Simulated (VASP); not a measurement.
Level of theory: PBE GGA, VASP's PBE PAW potentials (set 64) (plane waves; VASP).

VASP input:

**KPOINTS**
```
kpoints
0
gamma
  11 11 6
```

**POSCAR**
```
Ho
1.0
  1.7900000000  -3.1003710000   0.0000000000
  1.7900000000   3.1003710000   0.0000000000
  0.0000000000   0.0000000000   5.6200000000
Ho
2
Cart
  1.7900000000   1.0334590669   1.4050000000
  1.7900000000  -1.0334590669   4.2150000000
```

INCAR:
```
! general
SYSTEM  = Ho
PREC    = Accurate
ENCUT   = 400
LREAL   = .False.
LASPH   = .True.

! electronic loop
EDIFF   = 1E-6
NELM    = 100
ALGO    = Normal
LMAXMIX = 6

! smearing
ISMEAR  = 1
SIGMA   = 0.1

! functional
GGA     = PE

! ions
IBRION  = 2
NSW     = 60
ISIF    = 3
EDIFFG  = -0.01

! output
LWAVE   = .False.
LCHARG  = .False.
```

POTCAR, in this order: Ho_3 (PBE.64 set). Program: vasp_std.

Output

OSZICAR:
```
       N       E                     dE             d eps       ncg     rms          rms(c)
DAV:   1     0.582534210338E+02    0.58253E+02   -0.76503E+03  1973   0.108E+03
DAV:   2    -0.531241695673E+01   -0.63566E+02   -0.62224E+02  2502   0.455E+02
DAV:   3    -0.883083809699E+01   -0.35184E+01   -0.33476E+01  2808   0.751E+01
DAV:   4    -0.901701357940E+01   -0.18618E+00   -0.16375E+00  2818   0.102E+01
DAV:   5    -0.902232491860E+01   -0.53113E-02   -0.53579E-02  2750   0.198E+00    0.241E+01
DAV:   6    -0.902315565181E+01   -0.83073E-03   -0.25665E-02  2769   0.209E+00    0.144E+01
DAV:   7    -0.903173086839E+01   -0.85752E-02   -0.47204E-02  2656   0.293E+00    0.305E-01
DAV:   8    -0.903143870912E+01    0.29216E-03   -0.29054E-03  2422   0.581E-01    0.610E-02
DAV:   9    -0.903145713773E+01   -0.18429E-04   -0.21417E-04  2811   0.172E-01    0.325E-02
DAV:  10    -0.903145079188E+01    0.63459E-05   -0.26403E-05  2798   0.537E-02    0.416E-02
DAV:  11    -0.903145145710E+01   -0.66523E-06   -0.15546E-06  1727   0.141E-02
   1 F= -.90314515E+01 E0= -.90324383E+01  d E =-.903145E+01
       N       E                     dE             d eps       ncg     rms          rms(c)
DAV:   1    -0.904068144347E+01   -0.92307E-02   -0.27534E-01  2369   0.476E+00    0.513E-01
DAV:   2    -0.903610529432E+01    0.45761E-02   -0.10832E-02  2643   0.128E+00    0.235E-01
DAV:   3    -0.903389944529E+01    0.22058E-02   -0.28277E-03  2979   0.612E-01    0.112E-01
DAV:   4    -0.903377206382E+01    0.12738E-03   -0.55992E-04  2904   0.239E-01    0.685E-02
DAV:   5    -0.903376978262E+01    0.22812E-05   -0.36051E-05  2597   0.577E-02    0.136E-02
DAV:   6    -0.903376972372E+01    0.58901E-07   -0.21751E-06  1498   0.160E-02
   2 F= -.90337697E+01 E0= -.90350618E+01  d E =-.231827E-02
       N       E                     dE             d eps       ncg     rms          rms(c)
DAV:   1    -0.903593099846E+01   -0.21612E-02   -0.76500E-02  2362   0.251E+00    0.282E-01
DAV:   2    -0.903465783253E+01    0.12732E-02   -0.29433E-03  2638   0.666E-01    0.121E-01
DAV:   3    -0.903404678287E+01    0.61105E-03   -0.80104E-04  2968   0.323E-01    0.532E-02
DAV:   4    -0.903401341150E+01    0.33371E-04   -0.15016E-04  2872   0.123E-01    0.336E-02
DAV:   5    -0.903401165837E+01    0.17531E-05   -0.10030E-05  2477   0.297E-02    0.671E-03
DAV:   6    -0.903401182697E+01   -0.16860E-06   -0.53060E-07  1087   0.900E-03
   3 F= -.90340118E+01 E0= -.90354076E+01  d E =-.256037E-02
       N       E                     dE             d eps       ncg     rms          rms(c)
DAV:   1    -0.903406713074E+01   -0.55472E-04   -0.18347E-03  2400   0.389E-01    0.438E-02
DAV:   2    -0.903403698483E+01    0.30146E-04   -0.68883E-05  2647   0.995E-02    0.186E-02
DAV:   3    -0.903402209843E+01    0.14886E-04   -0.18615E-05  2926   0.490E-02    0.807E-03
DAV:   4    -0.903402132338E+01    0.77506E-06   -0.27448E-06  1516   0.193E-02
   4 F= -.90340213E+01 E0= -.90354044E+01  d E =-.256987E-02
       N       E                     dE             d eps       ncg     rms          rms(c)
DAV:   1    -0.903665429165E+01   -0.26322E-02   -0.72909E-02  2274   0.255E+00    0.314E-01
DAV:   2    -0.903521646620E+01    0.14378E-02   -0.48640E-03  2582   0.969E-01    0.141E-01
DAV:   3    -0.903439392146E+01    0.82254E-03   -0.11179E-03  2603   0.414E-01    0.541E-02
DAV:   4    -0.903433752217E+01    0.56399E-04   -0.22618E-04  2743   0.178E-01    0.374E-02
DAV:   5    -0.903434195932E+01   -0.44372E-05   -0.14957E-05  2522   0.395E-02    0.336E-03
DAV:   6    -0.903434131182E+01    0.64751E-06   -0.63770E-07  1162   0.141E-02
   5 F= -.90343413E+01 E0= -.90358396E+01  d E =-.319988E-03
```

OUTCAR:
```
------------------------ aborting loop because EDIFF is reached ----------------------------------------
  FORCE on cell =-STRESS in cart. coord.  units (eV):
  Direction    XX          YY          ZZ          XY          YZ          ZX
  --------------------------------------------------------------------------------------
  Total       -0.0103970     -0.0103970      0.0155024      0.0000000     -0.0000000      0.0000000
  in kB       -0.2659507     -0.2659507      0.3965448      0.0000000     -0.0000000      0.0000000
  external PRESSURE =      -0.0451189 kB  Pullay stress =       0.0000000 kB
  volume of cell :       62.63
      direct lattice vectors                 reciprocal lattice vectors
     1.803938561 -3.124513297 -0.000000000     0.277171302 -0.160024923  0.000000000
     1.803938561  3.124513297  0.000000000     0.277171302  0.160024923  0.000000000
    -0.000000000  0.000000000  5.556259843     0.000000000 -0.000000000  0.179977184
 POSITION                                       TOTAL-FORCE (eV/Angst)
 -----------------------------------------------------------------------------------
      1.80394      1.04151      1.38906        -0.000000     -0.000000      0.000000
      1.80394     -1.04151      4.16719         0.000000      0.000000     -0.000000
 -----------------------------------------------------------------------------------
    total drift:                               -0.000003      0.000091     -0.000011
  FREE ENERGIE OF THE ION-ELECTRON SYSTEM (eV)
  ---------------------------------------------------
  free  energy   TOTEN  =        -9.0343413118 eV

  energy  without entropy=       -9.0388362993  energy(sigma->0) =       -9.03583964

 reached required accuracy - stopping structural energy minimisation
```
(Selected blocks of OUTCAR.)

CONTCAR:
```
Ho
   1.00000000000000
     1.8039385607687655   -3.1245132967047153   -0.0000000000000000
     1.8039385607687655    3.1245132967047153    0.0000000000000000
    -0.0000000000000000    0.0000000000000000    5.5562598428940930
  Ho
     2
Direct
     0.3333330000000032    0.6666669999999968    0.2500000000000000
     0.6666669999999968    0.3333330000000032    0.7500000000000000
```

The 4f electrons are frozen in the core of the lanthanide potential, so 4f levels, which can set the real gap, and their magnetism are missing.

The compound is Ho in the hcp structure. This run relaxes it. Symmetry was kept, so distortions that lower it aren't found.
